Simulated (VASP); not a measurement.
# LaH2Pd2 (I4/mmm) in VASP: further runs

One crystal, LaH2Pd2, is run at these levels: r2SCAN; tasks: single point.

Program: VASP 6.6.1. These are calculated values, not measurements. Logs are shortened: lines on timing, memory, paths and dates and some standing lists are left out, and cuts for length are marked.

## (1) The crystal as given

Symmetry: I4/mmm, No. 139, tetragonal system. The conventional cell has a = 3.947 Å, b = 3.947 Å, c = 9.616 Å, α = 90.00°, β = 90.00°, γ = 90.00°. Pd (site symmetry -4m2) is surrounded by 4 H at 2.00 Å. H (site symmetry 4mm) is surrounded by 4 Pd at 2.00 Å. La (site symmetry 4/mmm) is surrounded by 2 H at 2.72 Å and 8 Pd at 3.11 Å.

The cell was built by a generator and needn't be a form met in nature.

## (2) Single point, r2SCAN

POSCAR

```
LaH2Pd2
1.0
    0.0000000000      3.9465936433     -0.0000002126
    3.9465936433      0.0000000000     -0.0000002126
    1.9732965627      1.9732965627     -4.8081564721
Pd H La
2 2 1
Direct
    0.7500000000      0.2500000000      0.5000000000
    0.2500000000      0.7500000000      0.5000000000
    0.2827566177      0.2827566177      0.4344867646
    0.7172433823      0.7172433823      0.5655132354
    0.0000000000      0.0000000000      0.0000000000
```

INCAR.step1

```
SYSTEM = LaH2Pd2
PREC = Accurate
ENCUT = 520
ISMEAR = -1
SIGMA = 0.1
LREAL = .False.
LASPH = .True.
NELM = 100
NBANDS = 24
GGA = PE
ALGO = Normal
EDIFF = 1E-4
LWAVE = .True.
LCHARG = .False.
```

INCAR.step2

```
SYSTEM = LaH2Pd2
PREC = Accurate
ENCUT = 520
EDIFF = 1E-7
ISMEAR = -1
SIGMA = 0.1
LREAL = .False.
LASPH = .True.
NELM = 100
ALGO = Normal
ISIF = 2
LWAVE = .False.
LCHARG = .True.
METAGGA = R2SCAN
LMIXTAU = .True.
LELF = .True.
LVHAR = .True.
NBANDS = 24
ISTART = 1
```

KPOINTS

```
regular mesh
0
Gamma
  7 7 7
  0 0 0
```

Potentials or basis: VASP PAW PBE potentials, release 64 (Pd, H, La).

Run with:

```bash
> cat potpaw_PBE.64/Pd/POTCAR potpaw_PBE.64/H/POTCAR potpaw_PBE.64/La/POTCAR > POTCAR
> cp INCAR.step1 INCAR
> mpirun -np 1 vasp_std > vasp.out
> cp INCAR.step2 INCAR
> mpirun -np 1 vasp_std > vasp.out
```

OUTCAR:

```text
SYSTEM = LaH2Pd2
   PREC = Accurate
   ENCUT = 520
   EDIFF = 1E-7
   ISMEAR = -1
   LREAL = .False.
   LASPH = .True.
   NELM = 100
   ISIF = 2
   METAGGA = R2SCAN
   ISTART = 1

 ion  position               nearest neighbor table
   1  0.750  0.250  0.500-   3 2.00   4 2.00   4 2.00   3 2.00   2 2.79   2 2.79   2 2.79   2 2.79
                             5 3.11   5 3.11   5 3.11   5 3.11
   2  0.250  0.750  0.500-   3 2.00   4 2.00   4 2.00   3 2.00   1 2.79   1 2.79   1 2.79   1 2.79
                             5 3.11   5 3.11   5 3.11   5 3.11
   3  0.283  0.283  0.434-   2 2.00   1 2.00   1 2.00   2 2.00
   4  0.717  0.717  0.566-   2 2.00   1 2.00   1 2.00   2 2.00
   5  0.000  0.000  0.000-   1 3.11   2 3.11   1 3.11   2 3.11   1 3.11   2 3.11   1 3.11   2 3.11

  LATTYP: Found a body centered tetragonal cell.
 ALAT       =     3.9465936433
 C/A-ratio  =     2.4366107555

  Lattice vectors:

 A1 = (  -1.9732965627,   1.9732970806,   4.8081562595)
 A2 = (   1.9732970806,  -1.9732965627,   4.8081562595)
 A3 = (   1.9732965627,   1.9732965627,  -4.8081564721)

Analysis of symmetry for initial positions (statically):
=====================================================================
 Subroutine PRICEL returns:
 Original cell was already a primitive cell.

 Routine SETGRP: Setting up the symmetry group for a
 body centered tetragonal supercell.

 Subroutine GETGRP returns: Found 16 space group operations
 (whereof 16 operations were pure point group operations)
 out of a pool of 16 trial point group operations.

The static configuration has the point symmetry D_4h.

Analysis of symmetry for dynamics (positions and initial velocities):
=====================================================================
 Subroutine PRICEL returns:
 Original cell was already a primitive cell.

 Routine SETGRP: Setting up the symmetry group for a
 body centered tetragonal supercell.

 Subroutine GETGRP returns: Found 16 space group operations
 (whereof 16 operations were pure point group operations)
 out of a pool of 16 trial point group operations.

The dynamic configuration has the point symmetry D_4h.

 Subroutine INISYM returns: Found 16 space group operations
 (whereof 16 operations are pure point group operations),
 and found     1 'primitive' translations

----------------------------------------------------------------------------------------

                                     Primitive cell

  volume of cell :      74.8899

  direct lattice vectors                    reciprocal lattice vectors
     0.000000000  3.946593643 -0.000000213     0.000000006  0.253383072  0.103989951
     3.946593643  0.000000000 -0.000000213     0.253383072  0.000000006  0.103989951
     1.973296563  1.973296563 -4.808156472    -0.000000011 -0.000000011 -0.207979930

  length of vectors
     3.946593643  3.946593643  5.559331552     0.273892116  0.273892116  0.207979930

  position of ions in fractional coordinates (direct lattice)
     0.750000000  0.250000000  0.500000000
     0.250000000  0.750000000  0.500000000
     0.282756618  0.282756618  0.434486765
     0.717243382  0.717243382  0.565513235
     0.000000000  0.000000000  0.000000000

  ion indices of the primitive-cell ions
   primitive index   ion index
                 1           1
                 2           2
                 3           3
                 4           4
                 5           5

----------------------------------------------------------------------------------------

 KPOINTS: regular mesh

Automatic generation of k-mesh.
 Grid dimensions read from file:
 generate k-points for:    7    7    7

 Generating k-lattice:

  Cartesian coordinates                     Fractional coordinates (reciprocal lattice)
     0.000000001  0.036197582  0.014855707     0.142857143  0.000000000  0.000000000
     0.036197582  0.000000001  0.014855707     0.000000000  0.142857143  0.000000000
    -0.000000002 -0.000000002 -0.029711419     0.000000000  0.000000000  0.142857143

  Length of vectors
     0.039127445  0.039127445  0.029711419

  Shift w.r.t. Gamma in fractional coordinates (k-lattice)
     0.000000000  0.000000000  0.000000000

 Subroutine IBZKPT returns following result:
 ===========================================

 Found     40 irreducible k-points:

 Following reciprocal coordinates:
            Coordinates               Weight
  0.000000  0.000000  0.000000      1.000000
  0.142857 -0.000000 -0.000000      8.000000
  0.285714  0.000000 -0.000000      8.000000
  0.428571 -0.000000 -0.000000      8.000000
  0.142857  0.142857 -0.000000      8.000000
  0.285714  0.142857 -0.000000     16.000000
[... 16 lines left out ...]
  0.285714  0.285714  0.142857      8.000000
  0.428571  0.285714  0.142857     16.000000
 [... further k-points ...]
   k-points           NKPTS =     40   k-points in BZ     NKDIM =     40   number of bands    NBANDS=     24
   number of dos      NEDOS =    301   number of ions     NIONS =      5
   total plane-waves  NPLWV =  37800
   dimension x,y,z NGX =    30 NGY =   30 NGZ =   42
   dimension x,y,z NGXF=    60 NGYF=   60 NGZF=   84
   ions per type =               2   2   1
   NGX,Y,Z   is equivalent  to a cutoff of  12.64, 12.64, 12.56 a.u.
   NGXF,Y,Z  is equivalent  to a cutoff of  25.27, 25.27, 25.12 a.u.
 SYSTEM =  LaH2Pd2
   PREC   = accura    normal or accurate (medium, high low for compatibility)
   ISTART =      1    job   : 0-new  1-cont  2-samecut
   ICHARG =      0    charge: 1-file 2-atom 10-const
   ISPIN  =      1    spin polarized calculation?
   LNONCOLLINEAR =      F non collinear calculations
   LSORBIT =      F    spin-orbit coupling
   LASPH  =      T    aspherical Exc in radial PAW
   ENCUT  =  520.0 eV  38.22 Ry    6.18 a.u.   7.34  7.34 10.34*2*pi/ulx,y,z
   NELM   =    100;   NELMIN=  2; NELMDL=  0     # of ELM steps
   EDIFF  = 0.1E-06   stopping-criterion for ELM
   LREAL  =      F    real-space projection
   EDIFFG = 0.1E-05   stopping-criterion for IOM
   NSW    =      0    number of steps for IOM
   IBRION =     -1    ionic relax: 0-MD 1-quasi-New 2-CG
   NFREE  =      0    steps in history (QN), initial steepest desc. (CG)
   ISIF   =      2    stress and relaxation
   ISYM   =      2    0-nonsym 1-usesym 2-fastsym
   POTIM  = 0.5000    time-step for ionic-motion
   TEBEG  =    0.0;   TEEND  =   0.0 temperature during run
   PSTRESS=    0.0 pullay stress
   NELECT =      33.0000    total number of electrons
   NUPDOWN=      -1.0000    fix difference up-down
   EMIN   =  10.00;   EMAX   =-10.00  energy-range for DOS
   EFERMI =   0.00;   METHOD = LEGACY
   ISMEAR =    -1;   SIGMA  =   0.10  broadening in eV -4-tet -1-fermi 0-gaus
   EFERMI_NEDOS =   21; number of points for ismear=-14 and -15
   IALGO  =     38    algorithm
   IMIX   =      4    mixing-type and parameters
     AMIX     =   0.40;   BMIX     =  1.00
     AMIX_MAG =   1.60;   BMIX_MAG =  1.00
  volume/ion in A,a.u.               =      14.98       101.08
  Fermi-wavevector in a.u.,A,eV,Ry     =   1.245771  2.354167 21.115511  1.551946
  Thomas-Fermi vector in A             =   2.379979
   LORBIT       =      0    0 simple, 1 ext, 2 COOP (PROOUT), +10 PAW based schemes
   METAGGA = R2SCAN    functional components
   LHFCALC =     F    Hartree Fock is set to
   AEXX    =    0.0000 exact exchange contribution
   IVDW    =     0    specifies the selected vdW correction
   LEPSILON=     F    determine dielectric tensor
   LRPA    =     F    only Hartree local field effects (RPA)
 non-spin polarized calculation
  energy-cutoff  :      520.00
  volume of cell :       74.89
 maximum number of plane-waves:      2065
 NGX is ok and might be reduce to    30
   NGX = 15   NGY = 15   NGZ = 21

 number of electron      33.0000007 magnetization

 Free energy of the ion-electron system (eV)
  ---------------------------------------------------
  ext. energy  EPLUGINS =         0.00000000
  ---------------------------------------------------
  free energy    TOTEN  =       -84.68591893 eV

  energy without entropy =      -84.63998610  energy(sigma->0) =      -84.66295252

 E-fermi :   8.7679     XC(G=0): -11.5816

 val. band max:        8.7519696198   @ k =  -0.2857   0.1429   0.0000
 cond. band min:       8.8349164342   @ k =   0.0000   0.0000   0.2857
 fundamental gap:      0.0829468144
 Fermi energy:         8.7678611251

 k-point     1 :       0.0000    0.0000    0.0000
  band No.  band energies     occupation
      1     -25.7832      2.00000
      2      -9.2125      2.00000
      3      -8.8466      2.00000
      4      -8.8466      2.00000
      5      -1.0875      2.00000
      6       0.2198      2.00000
[... 16 lines left out ...]
     23      10.5523      0.00000
     24      10.6405      0.00000

 k-point     2 :       0.1429   -0.0000   -0.0000
  band No.  band energies     occupation
      1     -25.7753      2.00000
      2      -9.2121      2.00000
      3      -8.9496      2.00000
      4      -8.8371      2.00000
      5      -0.8237      2.00000
      6       0.3677      2.00000
[... 16 lines left out ...]
     23      10.6426      0.00000
     24      10.6845      0.00000

 k-point     3 :       0.2857    0.0000   -0.0000
  band No.  band energies     occupation
      1     -25.7575      2.00000
      2      -9.2161      2.00000
      3      -9.1640      2.00000
      4      -8.8158      2.00000
      5      -0.1408      2.00000
      6       0.7370      2.00000
[... 16 lines left out ...]
     23      10.6677      0.00000
     24      10.7599      0.00000
[... 514 lines left out ...]
 k-point    23 :       0.2857    0.2857    0.1429
  band No.  band energies     occupation
      1     -25.7335      2.00000
      2      -9.1840      2.00000
      3      -9.1440      2.00000
      4      -9.1180      2.00000
      5       0.6545      2.00000
      6       1.3773      2.00000
[... 16 lines left out ...]
     23      10.6356      0.00000
     24      10.6753      0.00000

 k-point    24 :       0.4286    0.2857    0.1429
  band No.  band energies     occupation
      1     -25.7197      2.00000
      2      -9.3012      2.00000
      3      -9.1662      2.00000
      4      -9.1120      2.00000
      5       1.3859      2.00000
      6       1.7233      2.00000
[... 16 lines left out ...]
     23      10.5838      0.00000
     24      10.6371      0.00000

 [... further k-points ...]

------------------------ aborting loop because EDIFF is reached ----------------------------------------

  FORCE on cell =-STRESS in cart. coord.  units (eV):
  Direction    XX          YY          ZZ          XY          YZ          ZX
  --------------------------------------------------------------------------------------
  -------------------------------------------------------------------------------------
  Total        0.0768736      0.0768736     -0.0143257     -0.0000000     -0.0000000     -0.0000000
  in kB        1.6446157      1.6446157     -0.3064812     -0.0000000     -0.0000001     -0.0000001
  external PRESSURE =       0.9942501 kB  Pullay stress =       0.0000000 kB

 VOLUME and BASIS-vectors are now :
 -----------------------------------------------------------------------------
  energy-cutoff  :      520.00
  volume of cell :       74.89
      direct lattice vectors                 reciprocal lattice vectors
     0.000000000  3.946593643 -0.000000213     0.000000006  0.253383072  0.103989951
     3.946593643  0.000000000 -0.000000213     0.253383072  0.000000006  0.103989951
     1.973296563  1.973296563 -4.808156472    -0.000000011 -0.000000011 -0.207979930

 POSITION                                       TOTAL-FORCE (eV/Angst)
 -----------------------------------------------------------------------------------
      1.97330      3.94659     -2.40408        -0.000000     -0.000000      0.000000
      3.94659      1.97330     -2.40408         0.000000      0.000000      0.000000
      1.97330      1.97330     -2.08908        -0.000000     -0.000000     -0.002593
      3.94659      3.94659     -2.71908         0.000000      0.000000      0.002593
      0.00000      0.00000      0.00000        -0.000000     -0.000000      0.000000
 -----------------------------------------------------------------------------------
    total drift:                                0.000000     -0.000000     -0.000000

  FREE ENERGIE OF THE ION-ELECTRON SYSTEM (eV)
  ---------------------------------------------------
  free  energy   TOTEN  =       -84.6859189334 eV

  energy  without entropy=      -84.6399861010  energy(sigma->0) =      -84.66295252
```

Wall time 6 min (1 thread of AMD EPYC 7R13 (Zen 3), shared host); peak memory 0.23 GiB.

What came out:

| Quantity | Value |
| --- | --- |
| Free energy | -84.6859 eV |
| Pressure | 0.1 GPa |
| Band gap on the k mesh | none (metal or under the smearing width) |

Forces in eV/Å, atoms in the order of the input:
```
Pd   0.000  0.000  0.000
Pd   0.000  0.000  0.000
H    0.000  0.000 -0.003
H    0.000  0.000  0.003
La   0.000  0.000  0.000
```

Levels at points of the mesh, in eV from the Fermi level:
```
           k point  band 12  band 13  band 14  band 15  band 16  band 17  band 18  band 19  band 20  band 21
(0.00, 0.00, 0.00)    -3.11    -3.11    -2.36    -1.29    -0.95     0.17     0.67     0.85     0.85     1.73
```

Caveat: the PAW data sets were made with another functional, which shifts forces and pressure a little. The run has no spin-orbit coupling, so splittings on La are missing.

(Part 1 of 2 ends here.)
